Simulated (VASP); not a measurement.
Given:

```
CELL_PARAMETERS angstrom
      5.98108     0.00000     0.00000
      0.00000     5.98108     0.00000
      0.00000     0.00000     5.98108
ATOMIC_POSITIONS crystal
  Hg 0.00000 0.00000 0.00000
  Hg 0.50000 0.50000 0.00000
  Hg 0.50000 0.00000 0.50000
  Se 0.22015 0.27985 0.27985
  Se 0.77985 0.72015 0.27985
  Se 0.77985 0.27985 0.72015
  Se 0.22015 0.72015 0.72015
  Be 0.00000 0.50000 0.50000
```

These are PBE GGA, VASP's PBE PAW potentials (set 64) (plane waves; VASP 6.6.1) values and carry that method's errors. Settings: 400 eV cut-off, 4×4×4 Γ-centred mesh, Gaussian smearing of 0.050 eV, potentials Hg Se Be.

Unless said otherwise, spin-orbit coupling is left out, though it shifts the bands of the heavy elements here.

Task: Predict the energy per atom (σ→0), band gap (on the k-mesh) with the smallest direct gap where there is one.

Result: 
The band gap (on the k-mesh) is none (metal, semimetal or under 0.01 eV). The energy per atom (σ→0) is -2.594 eV/atom.

The structure was generated: BeHg3Se4 was put into an ordered model structure (P-43m), which need not be its known phase. It was relaxed first, which changed the volume by +7 %.
